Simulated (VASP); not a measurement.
Here is the system:

```yaml
crystal:
  lattice:
    - [4.56036, 0.00000, 0.00000]
    - [-2.28018, 3.94939, 0.00000]
    - [0.00000, 0.00000, 7.41791]
  atoms:
    - { symbol: Mg, position: [0.33333, 0.66667, 0.99914] }
    - { symbol: Mg, position: [0.66667, 0.33333, 0.49914] }
    - { symbol: Te, position: [0.33333, 0.66667, 0.37586] }
    - { symbol: Te, position: [0.66667, 0.33333, 0.87586] }
```

All values below come from PBEsol GGA, VASP's PBE PAW potentials (set 64) (plane waves; VASP). Numerical set-up: 400 eV cut-off, Gaussian smearing of 0.050 eV, potentials Mg Te.

Unless said otherwise, spin-orbit coupling is left out, though it shifts the bands of the heavy elements here.

Give the energies of bands 3 to 11 at the high-symmetry points, in eV from the valence-band maximum.

| band | Γ | M | K | A | L | H |
|---|---|---|---|---|---|---|
| 3 | -3.31 | -3.13 | -2.60 | -2.04 | -3.22 | -3.00 |
| 4 | -0.51 | -2.66 | -2.60 | -2.04 | -3.22 | -3.00 |
| 5 | -0.51 | -2.01 | -2.42 | -0.27 | -0.91 | -1.99 |
| 6 | -0.01 | -1.26 | -1.44 | -0.27 | -0.91 | -1.99 |
| 7 | -0.01 | -1.03 | -1.44 | -0.27 | -0.90 | -0.63 |
| 8 | 0.00 | -0.46 | -1.41 | -0.27 | -0.90 | -0.63 |
| 9 | 2.39 | 3.08 | 3.41 | 3.40 | 3.14 | 3.83 |
| 10 | 2.92 | 3.80 | 5.72 | 3.40 | 3.14 | 3.83 |
| 11 | 5.24 | 4.19 | 5.72 | 5.49 | 4.20 | 5.03 |

The gap is direct, 2.39 eV, from the valence maximum at Γ to the conduction minimum at Γ.

The structure was generated: MgTe was put into the wurtzite type (P6_3mc), which need not be its known phase. It was relaxed first.
